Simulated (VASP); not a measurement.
An input for Ansatz (written as the equivalent of a VASP run, and not itself run):

Ansatz 0.2 input:
```yaml
crystal:
  lattice:
    - [2.2789040, 0.0000000, 0.0000000]
    - [-1.1394520, 1.9735880, 0.0000000]
    - [0.0000000, 0.0000000, 9.8424220]
  atoms:
    - { symbol: B, position: [0.3333330, 0.6666670, 0.1710000] }
    - { symbol: B, position: [0.6666670, 0.3333330, 0.6710000] }
    - { symbol: B, position: [0.6666670, 0.3333330, 0.8290000] }
    - { symbol: B, position: [0.3333330, 0.6666670, 0.3290000] }
    - { symbol: N, position: [0.3333330, 0.6666670, 0.6016000] }
    - { symbol: N, position: [0.6666670, 0.3333330, 0.1016000] }
    - { symbol: N, position: [0.6666670, 0.3333330, 0.3984000] }
    - { symbol: N, position: [0.3333330, 0.6666670, 0.8984000] }
kpoints:
  mp_grid: { grid: [16, 16, 4] }
hamiltonian:
  xc: pbe
  pseudopotentials: { kind: paw }
scf:
  occupations: { method: fermi_dirac, width: 0.136 }
  max_iter: 100
output: { forces: true, stress: true, eigenvalues: true }
```

Q: Translate this input to VASP (INCAR, KPOINTS, POSCAR, choice of POTCAR).

A: One answer among several that fit: 
**POSCAR**
```
BN
1
    2.2789040000     0.0000000000     0.0000000000
   -1.1394520000     1.9735880000     0.0000000000
    0.0000000000     0.0000000000     9.8424220000
B N
4 4
Direct
  0.3333330000   0.6666670000   0.1710000000
  0.6666670000   0.3333330000   0.6710000000
  0.6666670000   0.3333330000   0.8290000000
  0.3333330000   0.6666670000   0.3290000000
  0.3333330000   0.6666670000   0.6016000000
  0.6666670000   0.3333330000   0.1016000000
  0.6666670000   0.3333330000   0.3984000000
  0.3333330000   0.6666670000   0.8984000000
```

### INCAR
```
ALGO = Normal
EDIFF = 1E-6
ENCUT = 400
GGA = PE
ISIF = 2
ISMEAR = -1
LASPH = .TRUE.
LCHARG = .FALSE.
LREAL = .FALSE.
LWAVE = .FALSE.
NELM = 100
PREC = Accurate
SIGMA = 0.136
SYSTEM = BN
```

KPOINTS:
```
Automatic mesh
0
Gamma
16 16 4
0 0 0
```

POTCAR, in this order: B N (PBE.64 set). Program: vasp_std.

Limits of the translation: each code has its own PAW files, so the cut-off isn't converted (ENCUT is set for VASP's; basis.ecutwfc is left out, and Ansatz then takes the one that its files recommend); Ansatz stops its SCF on the density residual and VASP on the energy change (EDIFF).

The structure was generated: BN was put into an ordered model structure, which need not be its known phase. The cell was not relaxed at this level.
